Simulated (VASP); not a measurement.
Consider the following.

```
BaTiO3
1.0
    4.13868     0.00000     0.00000
    0.00000     4.13868     0.00000
    0.00000     0.00000     4.13868
Ba Ti O
1 1 3
Direct
  0.00000   0.00000   0.00000
  0.50000   0.50000   0.50000
  0.50000   0.00000   0.50000
  0.00000   0.50000   0.50000
  0.50000   0.50000   0.00000
```

Computed with vdW-DF2, VASP's PBE PAW potentials (set 64) (plane waves; VASP 6.6.1). Settings: 520 eV cut-off, 6×6×6 Γ-centred mesh, Gaussian smearing of 0.050 eV, potentials Ba_sv Ti_sv O.

Q: Give the stress tensor in GPa (positive for a compressed cell).

A: 
```
-4.18   0.00   0.00
 0.00  -4.18   0.00
 0.00   0.00  -4.18
```
The pressure is its mean diagonal, -4.18 GPa.

The compound is BaTiO3 in the cubic perovskite structure, the ideal cubic form; the compound distorts at low or room temperature. This cell is one point of a volume scan, at 1.03 of the reference volume.
